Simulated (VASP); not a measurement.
Level of theory: PBEsol GGA, VASP's PBE PAW potentials (set 64) (plane waves; VASP).

VASP ran on this input.

KPOINTS:
```
k-points along high-symmetry lines
7
Line-mode
Reciprocal
  0.000000   0.000000   0.000000 ! GAMMA
 -0.500000   0.500000   0.000000 ! X

 -0.500000   0.500000   0.000000 ! X
 -1.000000   0.500000   0.000000 ! S

 -1.000000   0.500000   0.000000 ! S
 -0.500000   0.000000   0.000000 ! Y

 -0.500000   0.000000   0.000000 ! Y
  0.000000   0.000000   0.000000 ! GAMMA

  0.000000   0.000000   0.000000 ! GAMMA
  0.000000   0.000000   0.500000 ! Z

  0.000000   0.000000   0.500000 ! Z
 -0.500000   0.500000   0.500000 ! U

 -0.500000   0.500000   0.500000 ! U
 -1.000000   0.500000   0.500000 ! R

 -1.000000   0.500000   0.500000 ! R
 -0.500000   0.000000   0.500000 ! T

 -0.500000   0.000000   0.500000 ! T
  0.000000   0.000000   0.500000 ! Z

 -0.500000   0.500000   0.000000 ! X
 -0.500000   0.500000   0.500000 ! U

 -0.500000   0.000000   0.000000 ! Y
 -0.500000   0.000000   0.500000 ! T

 -1.000000   0.500000   0.000000 ! S
 -1.000000   0.500000   0.500000 ! R
```

### POSCAR
```
Al2Ga2N4
6.289710
  0.4998334780  -0.8661215691   0.0000000000
  0.2500831998   0.4331569364   0.0000000000
  0.0000000000   0.0000000000   0.8096748562
Ga N Al
2 4 2
Cartesian
  0.2514749329  -0.1451891325   0.4064319043
  0.2485245061   0.1452861506   0.0015944762
  0.2551832630  -0.1473301382   0.7162379053
  0.2448161759   0.1474271562   0.3114004772
  0.4941901270  -0.5740926804   0.7091756997
  0.5056432898  -0.2919327368   0.3043382716
  0.4981853710  -0.5763993358   0.4060957933
  0.5016480457  -0.2896260814   0.0012583652
```

### INCAR
```
SYSTEM = Al2Ga2N4
PREC = Accurate
ENCUT = 520
EDIFF = 1E-7
NELM = 100
ALGO = Normal
LREAL = .FALSE.
LASPH = .TRUE.
ISMEAR = 0
SIGMA = 0.05
GGA = PS
LMAXMIX = 4
LWAVE = .FALSE.
LCHARG = .FALSE.
LORBIT = 11
ICHARG = 11
```

POTCAR, in this order: Ga_d N Al (PBE.64 set). Program: vasp_std. Read from the step before: CHGCAR.

What VASP printed:

**OSZICAR**
```
       N       E                     dE             d eps       ncg     rms          rms(c)
DAV:   1     0.482957241844E+03    0.48296E+03   -0.24662E+04  5604   0.258E+03
DAV:   2     0.213746559182E+02   -0.46158E+03   -0.44626E+03  5901   0.640E+02
DAV:   3    -0.526765126709E+02   -0.74051E+02   -0.72281E+02  6107   0.177E+02
DAV:   4    -0.567524596342E+02   -0.40759E+01   -0.40631E+01  7080   0.458E+01
DAV:   5    -0.568344984059E+02   -0.82039E-01   -0.81985E-01  6322   0.629E+00
DAV:   6    -0.568405157181E+02   -0.60173E-02   -0.60171E-02  8247   0.145E+00
DAV:   7    -0.568405631074E+02   -0.47389E-04   -0.47387E-04  6429   0.141E-01
DAV:   8    -0.568405649979E+02   -0.18905E-05   -0.18905E-05  8055   0.263E-02
DAV:   9    -0.568405650257E+02   -0.27811E-07   -0.27766E-07  5490   0.331E-03
   1 F= -.56840565E+02 E0= -.56840565E+02  d E =-.693024E-13
```

### OUTCAR
```
 val. band max:        5.6478338424   @ k =   0.0000   0.0000   0.0000

 cond. band min:       8.5454867850   @ k =   0.0000   0.0000   0.0000



 k-point     1 :       0.0000    0.0000    0.0000
  band No.  band energies     occupation
      1      -9.9872      2.00000
      2      -8.9252      2.00000
      3      -8.6896      2.00000
      4      -8.1186      2.00000
      5      -7.4438      2.00000
      6      -7.4222      2.00000
      7      -7.3228      2.00000
      8      -7.2577      2.00000
      9      -7.2508      2.00000
     10      -7.2146      2.00000
     11      -7.1087      2.00000
     12      -6.6397      2.00000
     13      -6.4683      2.00000
     14      -5.7691      2.00000
     15      -1.1230      2.00000
     16      -0.2521      2.00000
     17       0.8559      2.00000
     18       1.8241      2.00000
     19       3.1821      2.00000
     20       3.5631      2.00000
     21       4.6573      2.00000
     22       4.6862      2.00000
     23       4.7096      2.00000
     24       5.5051      2.00000
     25       5.5468      2.00000
     26       5.6478      2.00000
     27       8.5455      0.00000
     28      10.5678      0.00000
     29      11.2825      0.00000
     30      11.3664      0.00000
     31      12.6029      0.00000

 k-point     2 :      -0.0833    0.0833    0.0000
  band No.  band energies     occupation
      1      -9.9281      2.00000
      2      -8.9159      2.00000
      3      -8.6703      2.00000
      4      -8.1092      2.00000
      5      -7.4336      2.00000
      6      -7.4187      2.00000
      7      -7.3242      2.00000
      8      -7.2528      2.00000
      9      -7.2483      2.00000
     10      -7.2173      2.00000
     11      -7.1182      2.00000
     12      -6.6236      2.00000
     13      -6.4357      2.00000
     14      -5.7367      2.00000
     15      -1.0478      2.00000
     16      -0.1768      2.00000
     17       0.8979      2.00000
     18       1.8808      2.00000
...
```

The density is held fixed in this step, so its total energy and stress have no physical meaning.

The structure was generated: Al2Ga2N4 was put into an ordered model structure (Pmn2_1), which need not be its known phase. It was relaxed first.
